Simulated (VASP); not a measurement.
## SnO2: stress against strain

SnO2 (rutile, P4_2/mnm, 11.912 Å³/atom and stress up to 0.17 GPa in the relaxed cell, c along z) under a strain ε along c (axis z), the other axes held. LDA in VASP (plane waves, PAW), 600 eV, 8×8×10 Γ-centred mesh, Gaussian smearing 0.05 eV; ions are relaxed, or left where forces stay under 0.02 eV/Å, within the symmetry of each cell. Stress is positive for a compressed cell.

Here s stands for strain and y for stress zz.

```csv
strain (%),stress zz (GPa)
-3.00,?
-1.50,6.63
-1.00,4.31
-0.50,2.05
0.00,-0.14
0.50,-2.21
1.00,-4.26
1.50,-6.23
```

Task: Fit y against s with a straight line, and predict the withheld value at s = -3.00.

Result: Means: s 0, y 0.021. About the means, the sum of products is -29.990 and the sum of squares of s is 7.0000; the slope is their ratio. Least squares gives y = 0.021 - 4.2843·s. Residuals (row less fit): 0.183, 0.005, -0.113, -0.161, -0.089, 0.003, 0.175; standard error 0.149 (degrees of freedom: 5). The slope gives the elastic constant C33 = 428 ± 6 GPa (± standard error of the fit, which holds the terms cut off). At the withheld row, y = 0.021 - 4.2843 × (-3.0) = 12.874 GPa. The calculation gives 13.99 GPa, 1.116 GPa above the prediction (5.5 % of the range of y in the table). The row lies outside the fitted rows, so this is an extrapolation. From the scatter of the fitted rows alone, a prediction at this place has a standard error of 0.232 GPa, so the miss is 4.8 times that.

A polynomial of degree 2 through the 12 other runs of the series gives 13.98 there, so most of the miss is curvature that the fit leaves out. Rows are the converged runs of the series near zero and its far end; series whose fitted rows scatter by over a few per cent of the range, as at a crossing or softening among them, aren't shown in this form, nor equations of state whose B0' disagrees with the runs' pressures. Most that stay on the fit to the last digits aren't either.
